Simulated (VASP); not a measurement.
Here is the system:

```yaml
crystal:
  lattice:
    - [0.00000, 3.36730, 3.36730]
    - [3.36730, 0.00000, 3.36730]
    - [3.36730, 3.36730, 0.00000]
  atoms:
    - { symbol: K, position: [0.00000, 0.00000, 0.00000] }
    - { symbol: Br, position: [0.50000, 0.50000, 0.50000] }
```

These are vdW-DF-cx, VASP's PBE PAW potentials (set 64) (plane waves; VASP) values and carry that method's errors. Numerical set-up: 520 eV cut-off, 7×7×7 Γ-centred mesh, Gaussian smearing of 0.050 eV, potentials K_sv Br.

Question: The job: KBr (rock salt), 2 atoms, vdW-DF-cx, static run, 520 eV, 7×7×7 Γ-centred mesh. Roughly how much core time does it take on a busy server core?

Answer: About 90 core-seconds (one run on a shared machine, a rough figure). It had 20 irreducible k-points, 12 bands, up to 2085 plane waves and 15 electronic steps.

The compound is KBr in the rock salt structure. This cell is one point of a volume scan, at 1.06 of the reference volume.
